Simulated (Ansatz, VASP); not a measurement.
# NiTe2: VASP beside Ansatz

Wanted: the spread between two codes on one cell, functional and k mesh. The cell is taken from a series of runs on this material, whose earlier steps may have relaxed, scaled, displaced or heated it; both programs get it as it stands.

Method: plane waves, with VASP 6.6.1 beside it; single point at LDA, in Ansatz 0.2.0.

### Step 1. The structure

The cell holds 3 atoms: 1 Ni and 2 Te. Its edges and angles: a = 3.680 Å, b = 3.680 Å, c = 20.000 Å, α = 90.0°, β = 90.0°, γ = 120.0°. Vacuum lies along c.

Coordinates:

```
Ni Te
1.0
     3.68000    0.00000    0.00000
    -1.84000    3.18697    0.00000
     0.00000    0.00000   20.00000
Ni Te
1 2
Direct
  0.00000 0.00000 0.50000
  0.33333 0.66667 0.58280
  0.66667 0.33333 0.41720
```

### Step 2. VASP: single point, LDA

With cell and atoms fixed, the geometry can't cause a difference; cores, projectors, grids and the points listed under the comparison can.

Lines of VASP's logs that name or quote its potential files are left out, and so is its time.

INCAR

```
SYSTEM = NiTe2
PREC = Accurate
ENCUT = 520
EDIFF = 1E-06
NELM = 120
ISMEAR = 0
SIGMA = 0.1
LREAL = .FALSE.
ALGO = Normal
GGA = CA
NBANDS = 17
LASPH = .TRUE.
LORBIT = 11
LWAVE = .FALSE.
LCHARG = .FALSE.
ISIF = 2
LDIPOL = .TRUE.
IDIPOL = 3
DIPOL = 0.5 0.5 0.5
LVHAR = .TRUE.
GGA_COMPAT = .FALSE.
NELMDL = -8
```

POSCAR

```
NiTe2
1.0
    3.6800000000      0.0000000000      0.0000000000
   -1.8400000000      3.1869700000      0.0000000000
    0.0000000000      0.0000000000     20.0000000000
Ni Te
1 2
Direct
    0.0000000000      0.0000000000      0.5000000000
    0.3333330000      0.6666670000      0.5828000000
    0.6666670000      0.3333330000      0.4172000000
```

KPOINTS

```
Automatic mesh
0
Gamma
6 6 1
0 0 0
```

Potentials, in the order of the species: Ni and Te (LDA family, release 64).

Launch:

```console
> mpirun -np 1 vasp_std
```

Numbers of over 12 decimals in the logs are rounded to 6 here.

Log:

```text
[banner, memory and clock lines left out]
running    1 mpi-ranks, on    1 nodes
 distrk:  each k-point on    1 cores,    1 groups
 distr:  one band on    1 cores,    1 groups

 POSCAR found type information on POSCAR NiTe
 POSCAR found :  2 types and       3 ions
 LDA part: xc-table for (Slater(with rela. corr.)+CA(PZ))
 , standard interpolation
 POSCAR, INCAR and KPOINTS ok, starting setup
 FFT: planning ... GRIDC
 FFT: planning ... GRID_SOFT
 FFT: planning ... GRID
 WAVECAR not read
 entering main loop
       N       E                     dE             d eps       ncg     rms          rms(c)
DAV:   1     0.128434658173E+03    0.12843E+03   -0.73666E+03   238   0.967E+02
DAV:   2    -0.353432453356E+01   -0.13197E+03   -0.12639E+03   316   0.210E+02
DAV:   3    -0.146727400163E+02   -0.11138E+02   -0.11037E+02   284   0.619E+01
DAV:   4    -0.150876153894E+02   -0.41488E+00   -0.41421E+00   349   0.126E+01
DAV:   5    -0.150924793536E+02   -0.48640E-02   -0.48639E-02   354   0.132E+00
DAV:   6    -0.150925971789E+02   -0.11783E-03   -0.11783E-03   361   0.141E-01
DAV:   7    -0.150926001620E+02   -0.29831E-05   -0.29832E-05   362   0.229E-02
DAV:   8    -0.150926002357E+02   -0.73622E-07   -0.73394E-07   305   0.303E-03    0.137E+01
DAV:   9    -0.211237457075E+02   -0.60311E+01   -0.38074E+01   253   0.128E+02    0.247E+01
DAV:  10    -0.147706007762E+02    0.63531E+01   -0.92870E+00   297   0.586E+01    0.862E+00
DAV:  11    -0.141291633671E+02    0.64144E+00   -0.52748E+00   317   0.504E+01    0.611E+00
DAV:  12    -0.138808212089E+02    0.24834E+00   -0.12067E+00   275   0.189E+01    0.184E+00
DAV:  13    -0.138805445738E+02    0.27664E-03   -0.84700E-02   300   0.263E+00    0.140E+00
DAV:  14    -0.138756147028E+02    0.49299E-02   -0.10202E-02   292   0.181E+00    0.680E-01
[...]
DAV:  20    -0.138750276362E+02   -0.59769E-04   -0.84842E-06   275   0.328E-02    0.236E-02
DAV:  21    -0.138750566560E+02   -0.29020E-04   -0.52713E-06   253   0.358E-02    0.715E-03
DAV:  22    -0.138750678757E+02   -0.11220E-04   -0.20949E-06   201   0.973E-03    0.221E-03
DAV:  23    -0.138750720340E+02   -0.41582E-05   -0.39644E-07   231   0.483E-03    0.209E-03
DAV:  24    -0.138750739945E+02   -0.19606E-05   -0.25005E-07   213   0.230E-03    0.248E-03
DAV:  25    -0.138750755899E+02   -0.15953E-05   -0.48194E-08   233   0.316E-03    0.115E-03
DAV:  26    -0.138750773895E+02   -0.17996E-05   -0.78581E-08   212   0.377E-03    0.829E-04
DAV:  27    -0.138750780779E+02   -0.68843E-06   -0.28302E-08   188   0.197E-03
   1 F= -.13875078E+02 E0= -.13865197E+02  d E =-.197619E-01
```

OUTCAR, selected parts (step 2):

```text
ion  position               nearest neighbor table
   1  0.000  0.000  0.500-   2 2.69   3 2.69   2 2.69   3 2.69   3 2.69   2 2.69
   2  0.333  0.667  0.583-   1 2.69   1 2.69   1 2.69
   3  0.667  0.333  0.417-   1 2.69   1 2.69   1 2.69

  LATTYP: Found a hexagonal cell.
 ALAT       =     3.6800000000
 C/A-ratio  =     5.4347826087

 Subroutine GETGRP returns: Found 12 space group operations
 (whereof 12 operations were pure point group operations)

The static configuration has the point symmetry D_3d.

 Found      7 irreducible k-points:

   k-points           NKPTS =      7   k-points in BZ     NKDIM =      7   number of bands    NBANDS=     17

   dimension x,y,z NGX =    28 NGY =   28 NGZ =  150
   dimension x,y,z NGXF=    56 NGYF=   56 NGZF=  300

   ENCUT  =  520.0 eV  38.22 Ry    6.18 a.u.   6.84  6.84 37.19*2*pi/ulx,y,z

   NELECT =      22.0000    total number of electrons

 k-points in reciprocal lattice and weights: Automatic mesh
   0.00000000  0.00000000  0.00000000       0.028
   0.16666667  0.00000000  0.00000000       0.167
   0.33333333  0.00000000  0.00000000       0.167
   0.50000000  0.00000000  0.00000000       0.083
   0.16666667  0.16666667  0.00000000       0.167
   0.33333333  0.16666667  0.00000000       0.333
   0.33333333  0.33333333  0.00000000       0.056

 dipolmoment           0.000000      0.000000      0.000000 electrons x Angstroem

 average (electrostatic) potential at core
       1 -92.4479       2 -96.5903       3 -96.5903

 E-fermi :  -1.2123

 k-point     1 :       0.0000    0.0000    0.0000
  band No.  band energies     occupation
    ...
      5      -3.7988      2.00000
      6      -3.0053      2.00000
      7      -3.0053      2.00000
      8      -2.8734      2.00000
      9      -2.7952      2.00000
     10      -0.0605      0.00000
     11      -0.0605      0.00000
     12       0.7338      0.00000
     13       0.7338      0.00000
     14       2.5947      0.00000
    ...

 k-point     2 :       0.1667    0.0000    0.0000
  band No.  band energies     occupation
    ...
      6      -3.3473      2.00000
      7      -3.0353      2.00000
      8      -2.9530      2.00000
      9      -2.3604      2.00000
     10      -1.6210      2.00000
     11      -0.7881      0.00000
     12      -0.6111      0.00000
     13       0.4426      0.00000
     14       3.1008      0.00000
     15       3.6275      0.00000
    ...

 k-point     3 :       0.3333    0.0000    0.0000
  band No.  band energies     occupation
    ...
      7      -3.0664      2.00000
      8      -3.0531      2.00000
      9      -2.9348      2.00000
     10      -2.3539      2.00000
     11      -1.5823      2.00000
     12      -0.9577      0.00032
     13       0.0636      0.00000
     14       2.4743      0.00000
     15       3.8981      0.00000
     16       4.2595      0.00000
    ...

  Total       -4.7503725     -4.7503621     -5.9070137      0.0000000      0.0000000      0.0000000
  in kB      -32.4475908    -32.4475198    -40.3480704      0.0000000      0.0000000      0.0000000
  external PRESSURE =     -35.0810603 kB  Pullay stress =       0.0000000 kB

  energy-cutoff  :      520.00
  volume of cell :      234.56
      direct lattice vectors                 reciprocal lattice vectors
     3.680000000  0.000000000  0.000000000     0.271739130  0.156888832  0.000000000
    -1.840000000  3.186970000  0.000000000     0.000000000  0.313777663  0.000000000
     0.000000000  0.000000000 20.000000000     0.000000000  0.000000000  0.050000000

 POSITION                                       TOTAL-FORCE (eV/Angst)
 -----------------------------------------------------------------------------------
      0.00000      0.00000     10.00000         0.000000      0.000000      0.000000
     -0.00000      2.12465     11.65600        -0.000000     -0.000000     -1.781742
      1.84000      1.06232      8.34400        -0.000000      0.000000      1.781742
 -----------------------------------------------------------------------------------
    total drift:                               -0.000000      0.000000      0.000000

  FREE ENERGIE OF THE ION-ELECTRON SYSTEM (eV)
  ---------------------------------------------------
  free  energy   TOTEN  =       -13.8750780779 eV

  energy  without entropy=      -13.8553162062  energy(sigma->0) =      -13.86519714

 vacuum level on the upper side and lower side of the slab         3.691         3.691

 total charge
# of ion       s       p       d       tot
------------------------------------------
    1        0.395   0.388   8.344   9.127
    2        1.407   1.845   0.038   3.289
    3        1.407   1.845   0.038   3.289
--------------------------------------------------
tot          3.208   4.078   8.419  15.705

[... 3 further parts left out ...]
```

The run ends at a pressure of -3.51 GPa, with forces up to 1.8 eV/Å.

### Step 3. Ansatz: single point, LDA

Ansatz runs on its default PAW (the set named soft_2) files.

The same cell, functional (in two slightly different forms), mesh and smearing now go to Ansatz, which takes its cutoff from its data sets.

input.yaml

```yaml
crystal:
  lattice:
    - [3.68, 0.0, 0.0]
    - [-1.84, 3.18697, 0.0]
    - [0.0, 0.0, 20.0]
  atoms:
    - { symbol: Ni, position: [0.0, 0.0, 0.5] }
    - { symbol: Te, position: [0.333333, 0.666667, 0.5828] }
    - { symbol: Te, position: [0.666667, 0.333333, 0.4172] }
  periodic: [true, true, false]
kpoints:
  mp_grid: { grid: [6, 6, 1] }
hamiltonian:
  xc: lda
scf:
  occupations: { method: gaussian, width: 0.1 }
output:
  forces: true
  stress: true
  eigenvalues: true
```

Launch:

```console
> ansatz run input.yaml --threads 8 --pin off --max-ram 14336MiB --backend cpu --events-out ev --progress --plain --runs-dir out
```

Log:

```text
Warning: crystal.periodic: the lattice vector that does not repeat stood 0.000° off the slab's normal, 20.000 Å along it as the deck builds it. The run solves the slab on a vector along the normal, 30.424 Å long, with every atom where it was (on the deck's vector they left 16.69 Å outside them, and the widest stretch free of ions among them is 1.66 Å). A fractional position that the run reports is one of the run's ce [...]
Warning: the atoms were moved onto the symmetric positions of the space group found under crystal.symmetry.tolerance 1.0e-5 (fractional; no operation is sought that the atoms, as they stand in a round, miss by more than twice it, and no atom is moved by as much as it), and the run uses the moved positions. Before a round's move an operation carried an atom to 3.68e-6 Å from where it should land, the largest such dist [...]
crystal.periodic: the lattice vector that does not repeat stood 0.000° off the slab's normal, 20.000 Å along it as the deck builds it. The run solves the slab on a vector along the normal, 30.424 Å long, with every atom where it was (on the deck's vector they left 16.69 Å outside them, and the widest stretch free of ions among them is 1.66 Å). A fractional position that the run reports is one of the run's cell, which [...]
Engine: ansatz 0.2.0, aarch64-unknown-linux-gnu
Pseudopotentials: kind: paw
Pseudopotential: Ni, paw, valence charge 18, recommended cutoff 420 eV (normal), Ni.paw.azcp
Pseudopotential: Te, paw, valence charge 16, recommended cutoff 420 eV (normal), Te.paw.azcp
Functional definition: SPW92
  exchange = slater_x
  correlation = pw_c
Crystal: 3 atoms, lattice volume = 356.814 Å³
Basis set: ecut = 420 eV, 6989 PW (Γ)
Bands: 30, of which v1, the nominal top of the filled ones, is band 25 counted from 1 (24 counted from 0)
Symmetry: 12 space group operations
Space group: P-3m1 (ITA 164), of the structure as read, at distance tolerance 7.1e-5 Å
k-points: 7 of 36
Non-local potential: Ni, projectors of the file, l = 0: 3, l = 1: 2, l = 2: 3, l = 3: 1
Non-local potential: Te, projectors of the file, l = 0: 2, l = 1: 2, l = 2: 2, l = 3: 2
PAW form: soft (Blöchl's): semilocal exchange-correlation on the pseudo side does not see the compensation charge
PAW frozen core: Ni, regenerated for the run's functional, and the local potential with it (the file was generated under x = pbe(κ = 0.804, μ = 0.219515), c = pbe(β = 0.066725))
PAW frozen core: Te, regenerated for the run's functional, and the local potential with it (the file was generated under x = pbe(κ = 0.804, μ = 0.219515), c = pbe(β = 0.066725))
PAW one-centre angular grid: Ni, 590 points (default); XC on 64 Gauss nodes
PAW one-centre angular grid: Te, 590 points (default); XC on 64 Gauss nodes
Initial density: superposition of atomic densities (neutral atoms: chi_scale 0, normalization atom), corrected by the library's trained network
Initial wavefunctions: pseudopotential atomic-orbital guess
Functional: x = slater, c = lda
SCF iter   1: F=—  HF=-19427.453627 eV  |F-HF|=—  |Δ(HF+E_count)|=         —  Δρ=7.58e-3  dr2=1.48e-1  ethr=1.77e-3  ⟨swp⟩=15.1  Hψ=1452  notcnv=0
preconditioner: auto → LDOS  [insulator: Δε(μ)=0.149 eV  Ē_g=7.218 eV  σ=0.100 eV  W_gap=0.61  n_scr=18 (ndim 8)  ℏωp=9.2 eV  f_vac=0.756  D(μ)=3.81/eV (n_scr^D=12)  ε∞_Penn≈2.6  β→1.0]
SCF iter   2: F=—  HF=-19427.432179 eV  |F-HF|=—  |Δ(HF+E_count)|=   2.14e-2  Δρ=1.64e-3  dr2=1.22e-2  ethr=2.95e-4  ⟨swp⟩=3.9  Hψ=547  notcnv=0  defer=5
SCF iter   3: F=—  HF=-19427.440391 eV  |F-HF|=—  |Δ(HF+E_count)|=   8.21e-3  Δρ=5.60e-3  dr2=7.48e-2  ethr=2.44e-5  ⟨swp⟩=3.0  Hψ=473  notcnv=0  defer=5
SCF iter   4: F=—  HF=-19427.433280 eV  |F-HF|=—  |Δ(HF+E_count)|=   7.11e-3  Δρ=2.23e-3  dr2=1.52e-2  ethr=2.44e-5  ⟨swp⟩=3.7  Hψ=458  notcnv=0  defer=5
SCF iter   5: F=—  HF=-19427.432826 eV  |F-HF|=—  |Δ(HF+E_count)|=   4.54e-4  Δρ=4.49e-4  dr2=4.79e-4  ethr=2.44e-5  ⟨swp⟩=1.7  Hψ=225  notcnv=0  defer=5
SCF iter   6: F=—  HF=-19427.432974 eV  |F-HF|=—  |Δ(HF+E_count)|=   1.48e-4  Δρ=7.09e-5  dr2=2.70e-5  ethr=9.57e-7  ⟨swp⟩=3.9  Hψ=521  notcnv=0  defer=5
SCF iter   7: F=—  HF=-19427.433096 eV  |F-HF|=—  |Δ(HF+E_count)|=   1.22e-4  Δρ=2.24e-5  dr2=1.90e-6  ethr=5.41e-8  ⟨swp⟩=3.0  Hψ=378  notcnv=0  defer=4
SCF iter   8: F=—  HF=-19427.433102 eV  |F-HF|=—  |Δ(HF+E_count)|=   6.27e-6  Δρ=2.19e-5  dr2=1.96e-6  ethr=3.80e-9  ⟨swp⟩=3.7  Hψ=413  notcnv=0  defer=4
SCF iter   9: F=-19427.433102 eV  HF=-19427.433101 eV  |F-HF|=5.48e-7  |Δ(HF+E_count)|=   5.85e-7  Δρ=2.08e-6  dr2=1.67e-8  ethr=2.00e-10  ⟨swp⟩=12.7  Hψ=1240  notcnv=0
SCF 1 converged in 9 iterations: F = -19427.433102 eV  dr2 = 1.67e-8
  greatest PAW one-centre occupation: 1.002 electrons in one spin orbital (limit 2), on the Ni atom at site 0 (counted from 0), in its partial waves of l = 1
SCF converged after 9 iterations
Free energy (F): -19427.433102 eV
Harris-Foulkes:  -19427.433101 eV  (|F-HF|=5.48e-7)
Internal energy: -19427.413373 eV  (E = F + TS)
E sigma→0 (E₀):  -19427.423237 eV
Entropy (-TS):   -0.019729 eV (-6.576 meV/atom)
Fermi energy:    -4.879530 eV
--- Per-component energies (eV) ---
  E_band       = -1652.471022
  E_kinetic    = 642.949514
  E_local      = -122289.385107  (includes V_loc(G=0)·N_el)
  E_nonlocal   = 32.655947
  E_hartree    = 60786.854009
  E_xc         = -329.025105
  E_vxc        = -314.971128  (∫ρ·V_xc dr)
  E_paw        = -10586.739701  (= ΣΔE_a)
  E_vpaw       = -1297.459160  (= ΣTr[D̂ρ^β])
  E_aug_tail   = 0.000045  (compensation charges beyond the density's cutoff)
  E_ewald      = 52313.485583
  E_core_change = 1.791443  (= ΣΔE_core)
  E_smearing   = -0.019729  (= −TS)
  E_closure    = -0.000000  (closes the sum)
  Σ components = -19427.433102   (vs F -19427.433102, Δ=0.00e0)
--- Forces (eV/Å), atoms counted from 1 ---
  atom   1  Ni     0.00000000    -0.00000000     0.00000000
  atom   2  Te    -0.00000000     0.00000000    -1.79939062
  atom   3  Te     0.00000000    -0.00000000     1.79939062
  max |Σ_I F_I| component: 2.89e-19 eV/Å
--- 2D stress c σ (N/m, compression-positive) ---
       -6.509246       0.000000       0.000000
        0.000000      -6.509246       0.000000
        0.000000       0.000000       0.000000
  P = ½ c Tr σ = -6.5092 N/m
--- Band table (eV; the first three rows and the last of 7) ---
  k-point 0: bands = [... 21 lower, -6.5358, -6.4789, -3.7504, -3.7504, -2.9452, -2.9452, -1.0982 (-1.0985°), -0.4207, ... 1 higher]
  k-point 1: bands = [... 21 lower, -6.6166, -6.0452, -5.2988, -4.4627, -4.2952, -3.2364, -0.5821 (-0.5825°), -0.0959, ... 1 higher]
  k-point 2: bands = [... 21 lower, -6.7167, -6.5973, -6.0145, -5.2626, -4.6251, -3.6119, -1.2096, 0.2352, ... 1 higher]
  k-point 6: bands = [... 21 lower, -7.4485, -6.4267, -6.0831, -6.0831, -4.7746, -4.7746, -1.2871, 0.8879, ... 1 higher]
  ° read free of the cell's end (the report's vacuum.weakly_bound_levels)
```

### Step 4. Differences

Known differences besides the potentials themselves: the two LDA forms differ slightly; Ansatz cuts the interaction across the vacuum, VASP repeats the sheet with a dipole correction; the data sets hold 50 valence electrons in Ansatz (on its default PAW (the set named soft_2) files) and 22 in VASP; the cutoff is 420 eV in Ansatz and 520 eV in VASP; VASP's log shows a relativistic correction to its local exchange, Ansatz's none. Total energies have different zeros and are not compared.

Forces (eV/Å; atoms numbered as in POSCAR):

```
atom        Ansatz x, y, z          VASP x, y, z
 Ni1   0.000, 0.000, 0.000   0.000, 0.000, 0.000
 Te2  0.000, 0.000, -1.799  0.000, 0.000, -1.782
 Te3   0.000, 0.000, 1.799   0.000, 0.000, 1.782
```

The forces differ by 8.3 meV/Å r.m.s., which is 1.0 % of the r.m.s. force of 0.840 eV/Å (both taken over all components). With vacuum in the cell, a pressure given here is an average over mostly empty space and none of the material.

### Step 5. Outcome

```json
{
  "r.m.s. force difference (single point, LDA)": "0.99 % of the r.m.s. force"
}
```

What this shows: The r.m.s. force difference is 0.99 % of the r.m.s. force (single point, LDA), within the 3 % picked in this series as the mark of a large difference. The data sets hold unlike numbers of valence electrons (50 in Ansatz and 22 in VASP), so part of the differences comes from the potentials. How closely two codes agree says nothing of how well the functional describes the real material.

[Lines on the potential files, build, host, timing and source positions are cut from VASP's logs without a mark.]

[Logs are printed without paths, hosts, clocks, repeated set-up lines and the standing remarks that a program may print on its own settings, such as how far it seeks lower states.]

[Hosts, paths, dates, database ids (printed as entryN), source tags and the programs' standing remarks are cut or masked in the printed files.]
